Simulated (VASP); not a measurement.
```yaml
crystal:
  lattice:
    - [4.40929, 0.00000, 0.00000]
    - [0.00000, 4.40929, 0.00000]
    - [0.00000, 0.00000, 2.91739]
  atoms:
    - { symbol: Cr, position: [0.00000, 0.00000, 0.00000], spin: 2.4 }
    - { symbol: Cr, position: [0.50000, 0.50000, 0.50000], spin: 2.4 }
    - { symbol: O, position: [0.30279, 0.30279, 0.00000], spin: -0.1 }
    - { symbol: O, position: [0.80279, 0.19721, 0.50000], spin: -0.1 }
    - { symbol: O, position: [0.19721, 0.80279, 0.50000], spin: -0.1 }
    - { symbol: O, position: [0.69721, 0.69721, 0.00000], spin: -0.1 }
```

All values below come from r2SCAN meta-GGA, VASP's PBE PAW potentials (set 64) (plane waves; VASP 6.6.1). Run with 520 eV cut-off, 8×8×12 Γ-centred mesh, tetrahedra with Blöchl corrections, potentials Cr_pv O.

The cores are frozen, which limits the accuracy of field gradients.

Question: Give the principal components of the electric field gradient (V/Å²) and the asymmetry η at each nucleus.

Answer: 
```json
[
 {"atom": "Cr1", "Vxx": "26.5", "Vyy": "23.7", "Vzz": "-50.2", "η": "0.06"},
 {"atom": "Cr2", "Vxx": "26.5", "Vyy": "23.7", "Vzz": "-50.2", "η": "0.06"},
 {"atom": "O3", "Vxx": "-18.4", "Vyy": "-5.0", "Vzz": "23.4", "η": "0.58"},
 {"atom": "O4", "Vxx": "-18.4", "Vyy": "-5.0", "Vzz": "23.4", "η": "0.58"},
 {"atom": "O5", "Vxx": "-18.4", "Vyy": "-5.0", "Vzz": "23.4", "η": "0.58"},
 {"atom": "O6", "Vxx": "-18.4", "Vyy": "-5.0", "Vzz": "23.4", "η": "0.58"}
]
```

The compound is CrO2 in the rutile structure. It was relaxed first.
